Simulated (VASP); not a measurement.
Consider the following.

```
CELL_PARAMETERS angstrom
      0.00000     2.02500     2.02500
      2.02500     0.00000     2.02500
      2.02500     2.02500     0.00000
ATOMIC_POSITIONS crystal
  Al 0.00000 0.00000 0.00000
```

Calculation: PBE GGA, VASP's PBE PAW potentials (set 64) (plane waves; VASP). Numerical set-up: 400 eV cut-off, 14×14×14 Γ-centred mesh, first-order Methfessel-Paxton smearing of 0.10 eV, potentials Al.

Q: The ions, cell shape and volume are relaxed. What does this cell relax into?

A: 
```
CELL_PARAMETERS angstrom
      0.00000     2.01772     2.01772
      2.01772     0.00000     2.01772
      2.01772     2.01772     0.00000
ATOMIC_POSITIONS crystal
  Al 0.00000 0.00000 0.00000
```
Space group Fm-3m (225), at a tolerance of 0.03 Å.

Q: How do energy and volume change from the first to the last step?

A: The energy (σ→0) changes by -0.5 meV/atom and the volume by -1.1 %, in 3 ionic steps.

| step | E(σ→0) (eV) | max force (eV/Å) | pressure (GPa) | volume (Å³) |
|---|---|---|---|---|
| 1 | -3.7375 | 0.000 | -0.84 | 16.61 |
| 2 | -3.7379 | 0.000 | 0.15 | 16.40 |
| 3 | -3.7379 | 0.000 | 0.01 | 16.43 |

The compound is Al in the fcc structure. This run relaxes it. Symmetry was kept, so distortions that lower it aren't found.
